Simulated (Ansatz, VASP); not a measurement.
# Cross-check of GeN between VASP and Ansatz, part 2 of 2

Aim: how closely do two programs agree when they are given the same cell, functional and k mesh? The cell is generated by rule, not measured, and may not be a known phase. The cell is taken from a series of runs on this material, whose earlier steps may have relaxed, scaled, displaced or heated it; both programs get it as it stands.

VASP 6.6.1 and Ansatz 0.2.0.

So far, pressure: step 4 (differences) 0.122.

### Step 5. VASP: single point, RPBE, pair 2

Level of this step: RPBE; plane waves and PAW (Ge_d, N); invented cell (VASP).

With cell and atoms fixed, the geometry can't cause a difference; cores, projectors, grids and the points listed under the comparison can.

Contents of INCAR:

```
SYSTEM = GeN
PREC = Accurate
ENCUT = 600
EDIFF = 1E-06
NELM = 120
ISMEAR = 1
SIGMA = 0.15
LREAL = .FALSE.
ALGO = Normal
GGA = RP
NBANDS = 47
LORBIT = 11
LWAVE = .FALSE.
LCHARG = .FALSE.
ISIF = 2
LASPH = .TRUE.
GGA_COMPAT = .FALSE.
KPAR = 2
```

Contents of POSCAR:

```
GeN
1.0
    0.0000000000     -2.2600334388     -2.2600334388
    4.5200668776      2.2600334388     -2.2600334388
    2.2600334388     -4.5200668776      2.2600334388
Ge N
4 4
Direct
    0.7488851320      0.7501034067      0.5022297360
    0.5011148680      0.4998965933      0.9977702640
    0.2511148680      0.2498965933      0.4977702640
    0.9988851320      0.0001034067      0.0022297360
    0.6250000000      0.1250000000      0.7500000000
    0.3791774313      0.8857230162      0.2416451374
    0.1250000000      0.6250000000      0.7500000000
    0.8708225687      0.3642769838      0.2583548626
```

Contents of KPOINTS:

```
Automatic mesh
0
Gamma
10 6 10
0 0 0
```

PAW data sets: Ge_d and N (PBE family, release 64).

Launch:

```
> mpirun -np 2 vasp_std
```

Numbers of over 12 decimals in the logs are rounded to 6 here.

The log of the run:

```text
[banner, memory and clock lines left out]
running    2 mpi-ranks, on    1 nodes
[...]
[... a notice as in an earlier step ...]

 LDA part: xc-table for (Slater+PW92), standard interpolation
 POSCAR, INCAR and KPOINTS ok, starting setup
[...]
entering main loop
       N       E                     dE             d eps       ncg     rms          rms(c)
DAV:   1     0.988141256766E+03    0.98814E+03   -0.37086E+04 21341   0.488E+03
DAV:   2     0.165531605755E+03   -0.82261E+03   -0.78563E+03 16168   0.116E+03
DAV:   3    -0.271224666404E+02   -0.19265E+03   -0.18509E+03 17503   0.283E+02
DAV:   4    -0.469349895608E+02   -0.19813E+02   -0.19414E+02 20754   0.917E+01
[...]
DAV:  13    -0.428510584670E+02   -0.47309E-05   -0.56458E-05 21015   0.800E-02    0.124E-02
DAV:  14    -0.428510571342E+02    0.13328E-05   -0.68860E-06 18249   0.226E-02    0.497E-03
DAV:  15    -0.428510570620E+02    0.72177E-07   -0.17987E-06 12349   0.884E-03
   1 F= -.42851057E+02 E0= -.42850587E+02  d E =-.140978E-02
```

From OUTCAR (step 5):

```text
  Total        0.1502751      0.1600841      0.1600841      0.1728052     -0.2274112     -0.1728052
  in kB        2.6071317      2.7773098      2.7773098      2.9980086     -3.9453704     -2.9980079
  external PRESSURE =       2.7205838 kB  Pullay stress =       0.0000000 kB

 POSITION                                       TOTAL-FORCE (eV/Angst)
 -----------------------------------------------------------------------------------
      4.52557     -2.26736     -2.25271         0.057779     -0.096128      0.096128
      4.51456     -4.51274     -0.00733        -0.057779      0.096128     -0.096128
      2.25453     -2.25271     -0.00733        -0.102267      0.111090     -0.111090
      0.00551     -2.26736     -2.25271         0.102267     -0.111090      0.111090
      2.26003     -4.52007     -0.00000         0.000000     -0.000000     -0.000000
      4.54965      0.05256     -2.31259         0.100983      0.144682     -0.144682
      4.52007     -2.26003     -0.00000        -0.000000     -0.000000      0.000000
      2.23045     -2.31259     -2.20748        -0.100983     -0.144682      0.144682
 -----------------------------------------------------------------------------------
    total drift:                               -0.000000      0.000000     -0.000000

  FREE ENERGIE OF THE ION-ELECTRON SYSTEM (eV)
  ---------------------------------------------------
  free  energy   TOTEN  =       -42.8510570620 eV

  energy  without entropy=      -42.8496472821  energy(sigma->0) =      -42.85058714

[... 2 parts as in an earlier step ...]

[... 1 further part left out ...]
[key lines of the parts left out:]
E-fermi :   8.4458
```

The run ends at a pressure of 0.27 GPa, with forces up to 0.23 eV/Å.

### Step 6. Ansatz: single point, RPBE, pair 2

The same cell, functional, mesh and smearing now go to Ansatz, which takes its cutoff from its data sets.

The cell is taken from a series of runs on this material, whose earlier steps may have relaxed, scaled, displaced or heated it; both programs get it as it stands.

Contents of input.yaml:

```yaml
crystal:
  lattice:
    - [0.0, -2.2600334388, -2.2600334388]
    - [4.5200668776, 2.2600334388, -2.2600334388]
    - [2.2600334388, -4.5200668776, 2.2600334388]
  atoms:
    - { symbol: Ge, position: [0.748885132, 0.7501034067, 0.502229736] }
    - { symbol: Ge, position: [0.501114868, 0.4998965933, -0.002229736] }
    - { symbol: Ge, position: [0.251114868, 0.2498965933, 0.497770264] }
    - { symbol: Ge, position: [-0.001114868, 0.0001034067, 0.002229736] }
    - { symbol: "N", position: [0.625, 0.125, 0.75] }
    - { symbol: "N", position: [0.3791774313, 0.8857230162, 0.2416451374] }
    - { symbol: "N", position: [0.125, 0.625, 0.75] }
    - { symbol: "N", position: [0.8708225687, 0.3642769838, 0.2583548626] }
kpoints:
  mp_grid: { grid: [10, 6, 10] }
hamiltonian:
  xc: rpbe
scf:
  occupations: { method: methfessel_paxton, width: 0.15 }
output:
  forces: true
  stress: true
  eigenvalues: true
```

Launch:

```
> ansatz run input.yaml --threads 4 --pin off --max-ram 7168MiB --backend cpu --events-out ev --progress --plain --runs-dir out
```

The log of the run:

```text
[...]
Crystal: 8 atoms, lattice volume = 92.350 Å³
Basis set: ecut = 420 eV, 1817 PW (Γ), exchange–correlation on 48×80×80 points (8 copies of the dense FFT grid, shifted against one another)
Bands: 46, of which v1, the nominal top of the filled ones, is band 38 counted from 1 (37 counted from 0)
Symmetry: 4 space group operations
[...]
k-points: 172 of 600
[...]
k-point 0: bands = [... 34 lower, 10.2736, 10.3486, 10.3503, 11.6148, 11.6497, 13.6738, 16.0808, 16.7426, ... 4 higher]
  k-point 1: bands = [... 34 lower, 10.3388, 10.3435, 10.6601, 10.8837, 12.4655, 13.6640, 16.1246, 16.4062, ... 4 higher]
  k-point 2: bands = [... 34 lower, 10.2741, 10.3311, 10.3468, 11.3900, 13.3099, 13.6419, 15.5902, 16.2811, ... 4 higher]
  k-point 171: bands = [... 34 lower, 9.4828, 9.7208, 9.9861, 10.1373, 13.2603, 14.1407, 14.9345, 15.6237, ... 4 higher]
[key lines of the parts left out:]
SCF converged after 7 iterations
Free energy (F): -18739.162847 eV
Fermi energy:    12.910112 eV
P = ⅓ Tr σ = 0.2239 GPa (2.239 kbar)
```

For the pressure, step 4 gave 0.122; this run, with other positions, gives 0.224 (+84 %).

### Step 7. Differences

Both answers:

```tsv
quantity	Ansatz	VASP	difference
pressure (GPa)	0.22	0.27	-0.05
```

Forces (eV/Å; atoms numbered as in POSCAR):

```tsv
atom	Ansatz x, y, z	VASP x, y, z
Ge1	0.059, -0.098, 0.098	0.058, -0.096, 0.096
Ge2	-0.059, 0.098, -0.098	-0.058, 0.096, -0.096
Ge3	-0.104, 0.112, -0.112	-0.102, 0.111, -0.111
Ge4	0.104, -0.112, 0.112	0.102, -0.111, 0.111
N5	0.000, 0.000, 0.000	0.000, 0.000, 0.000
N6	0.102, 0.145, -0.145	0.101, 0.145, -0.145
N7	0.000, 0.000, 0.000	0.000, 0.000, 0.000
N8	-0.102, -0.145, 0.145	-0.101, -0.145, 0.145
```

The forces differ by 1.1 meV/Å r.m.s., which is 1.1 % of the r.m.s. force of 0.095 eV/Å (both taken over all components).

### Step 8. Ansatz: single point, RPBE, pair 3

With cell and atoms fixed, the geometry can't cause a difference; cores, projectors, grids and the points listed under the comparison can.

The cell is taken from a series of runs on this material, whose earlier steps may have relaxed, scaled, displaced or heated it; both programs get it as it stands.

Contents of input.yaml:

```yaml
crystal:
  lattice:
    - [0.0, -2.2600334388, -2.2600334388]
    - [4.5200668776, 2.2600334388, -2.2600334388]
    - [2.2600334388, -4.5200668776, 2.2600334388]
  atoms:
    - { symbol: Ge, position: [0.748048981, 0.7501809618, 0.5039020381] }
    - { symbol: Ge, position: [0.501951019, 0.4998190382, -0.0039020381] }
    - { symbol: Ge, position: [0.251951019, 0.2498190382, 0.4960979619] }
    - { symbol: Ge, position: [-0.001951019, 0.0001809618, 0.0039020381] }
    - { symbol: "N", position: [0.625, 0.125, 0.75] }
    - { symbol: "N", position: [0.3823105048, 0.8937652783, 0.2353789905] }
    - { symbol: "N", position: [0.125, 0.625, 0.75] }
    - { symbol: "N", position: [0.8676894952, 0.3562347217, 0.2646210095] }
kpoints:
  mp_grid: { grid: [10, 6, 10] }
hamiltonian:
  xc: rpbe
scf:
  occupations: { method: methfessel_paxton, width: 0.15 }
output:
  forces: true
  stress: true
  eigenvalues: true
```

The log of the run:

```text
[...]
Crystal: 8 atoms, lattice volume = 92.350 Å³
Basis set: ecut = 420 eV, 1817 PW (Γ), exchange–correlation on 48×80×80 points (8 copies of the dense FFT grid, shifted against one another)
Bands: 46, of which v1, the nominal top of the filled ones, is band 38 counted from 1 (37 counted from 0)
Symmetry: 4 space group operations
[...]
k-points: 172 of 600
[...]
k-point 0: bands = [... 34 lower, 10.2883, 10.3559, 10.3881, 11.6044, 11.7041, 13.6561, 16.0553, 16.6374, ... 4 higher]
  k-point 1: bands = [... 34 lower, 10.3421, 10.3523, 10.6379, 10.9676, 12.4655, 13.6533, 16.0871, 16.3603, ... 4 higher]
  k-point 2: bands = [... 34 lower, 10.2768, 10.3451, 10.4233, 11.4148, 13.2606, 13.6767, 15.5794, 16.2349, ... 4 higher]
  k-point 171: bands = [... 34 lower, 9.4794, 9.7811, 9.9930, 10.2741, 13.1278, 14.2055, 14.8693, 15.6654, ... 4 higher]
[key lines of the parts left out:]
SCF converged after 8 iterations
Free energy (F): -18739.203117 eV
Fermi energy:    12.884972 eV
P = ⅓ Tr σ = 0.5216 GPa (5.216 kbar)
```

For the pressure, step 4 gave 0.122; this run, with other positions, gives 0.522 (+329 %).

### Step 9. VASP: single point, RPBE, pair 3

The same cell, functional, mesh and smearing now go to VASP, with its own data sets.

INCAR is that of step 5.

Contents of POSCAR:

```
GeN
1.0
    0.0000000000     -2.2600334388     -2.2600334388
    4.5200668776      2.2600334388     -2.2600334388
    2.2600334388     -4.5200668776      2.2600334388
Ge N
4 4
Direct
    0.7480489809      0.7501809618      0.5039020382
    0.5019510190      0.4998190382      0.9960979620
    0.2519510190      0.2498190382      0.4960979620
    0.9980489809      0.0001809618      0.0039020382
    0.6250000000      0.1250000000      0.7500000001
    0.3823105047      0.8937652783      0.2353789906
    0.1250000000      0.6250000000      0.7500000001
    0.8676894952      0.3562347217      0.2646210096
```

KPOINTS is that of step 5.

Launch:

```
> mpirun -np 2 vasp_std
```

The log of the run:

```text
[... set-up lines as in an earlier step ...]
 entering main loop
       N       E                     dE             d eps       ncg     rms          rms(c)
DAV:   1     0.989277120052E+03    0.98928E+03   -0.37066E+04 21357   0.488E+03
DAV:   2     0.166114217207E+03   -0.82316E+03   -0.78581E+03 16168   0.117E+03
DAV:   3    -0.271524972766E+02   -0.19327E+03   -0.18584E+03 17425   0.284E+02
DAV:   4    -0.470519116476E+02   -0.19899E+02   -0.19507E+02 20767   0.926E+01
[...]
DAV:  12    -0.428909608463E+02   -0.27205E-04   -0.12361E-04 19948   0.677E-02    0.160E-02
DAV:  13    -0.428909631757E+02   -0.23294E-05   -0.21280E-05 20720   0.518E-02    0.955E-03
DAV:  14    -0.428909625016E+02    0.67413E-06   -0.39284E-06 16583   0.161E-02
   1 F= -.42890963E+02 E0= -.42890775E+02  d E =-.562190E-03
```

Parts of OUTCAR (step 9):

```text
  Total        0.5903807      0.2213482      0.2213482      0.3343042     -0.6278785     -0.3343041
  in kB       10.2425511      3.8401842      3.8401842      5.7998637    -10.8931024     -5.7998625
  external PRESSURE =       5.9743065 kB  Pullay stress =       0.0000000 kB

 POSITION                                       TOTAL-FORCE (eV/Angst)
 -----------------------------------------------------------------------------------
      4.52970     -2.27285     -2.24721         0.077477     -0.136232      0.136232
      4.51043     -4.50725     -0.01282        -0.077477      0.136232     -0.136232
      2.25040     -2.24721     -0.01282        -0.213369      0.181037     -0.181037
      0.00964     -2.27285     -2.24721         0.213369     -0.181037      0.181037
      2.26003     -4.52007      0.00000         0.000000      0.000000     -0.000000
      4.57184      0.09198     -2.35201         0.122329      0.186543     -0.186543
      4.52007     -2.26003      0.00000         0.000000      0.000000     -0.000000
      2.20826     -2.35201     -2.16806        -0.122329     -0.186543      0.186543
 -----------------------------------------------------------------------------------
    total drift:                                0.000000      0.000000      0.000000

  FREE ENERGIE OF THE ION-ELECTRON SYSTEM (eV)
  ---------------------------------------------------
  free  energy   TOTEN  =       -42.8909625016 eV

  energy  without entropy=      -42.8904003119  energy(sigma->0) =      -42.89077511

[... 2 parts as in an earlier step ...]

[... 1 further part left out ...]
[key lines of the parts left out:]
E-fermi :   8.4210
```

The run ends at a pressure of 0.60 GPa, with forces up to 0.33 eV/Å.

### Step 10. Differences

Both answers:

```tsv
quantity	Ansatz	VASP	difference
pressure (GPa)	0.52	0.60	-0.08
```

Forces (eV/Å; atoms numbered as in POSCAR):

```tsv
atom	Ansatz x, y, z	VASP x, y, z
Ge1	0.080, -0.139, 0.139	0.077, -0.136, 0.136
Ge2	-0.080, 0.139, -0.139	-0.077, 0.136, -0.136
Ge3	-0.215, 0.181, -0.181	-0.213, 0.181, -0.181
Ge4	0.215, -0.181, 0.181	0.213, -0.181, 0.181
N5	0.000, 0.000, 0.000	0.000, 0.000, 0.000
N6	0.125, 0.188, -0.188	0.122, 0.187, -0.187
N7	0.000, 0.000, 0.000	0.000, 0.000, 0.000
N8	-0.125, -0.188, 0.188	-0.122, -0.187, 0.187
```

The forces differ by 1.9 meV/Å r.m.s., which is 1.3 % of the r.m.s. force of 0.141 eV/Å (both taken over all components).

### Step 11. Summary of results

* r.m.s. force difference (single point, RPBE, pair 1): 0.52 meV/Å
* r.m.s. force difference (single point, RPBE, pair 2): 1.1 meV/Å
* r.m.s. force difference (single point, RPBE, pair 3): 1.9 meV/Å

The r.m.s. force difference is 1.9 meV/Å (single point, RPBE, pair 3), within the 12 meV/Å picked in this series as the mark of a large difference. 4 further runs of this series are not shown here. How closely two codes agree says nothing of how well the functional describes the real material.

[Lines on the potential files, build, host, timing and source positions are cut from VASP's logs without a mark.]

[Logs are printed without paths, hosts, clocks, repeated set-up lines and the standing remarks that a program may print on its own settings, such as how far it seeks lower states.]

[Hosts, paths, dates, database ids (printed as entryN), source tags and the programs' standing remarks are cut or masked in the printed files.]
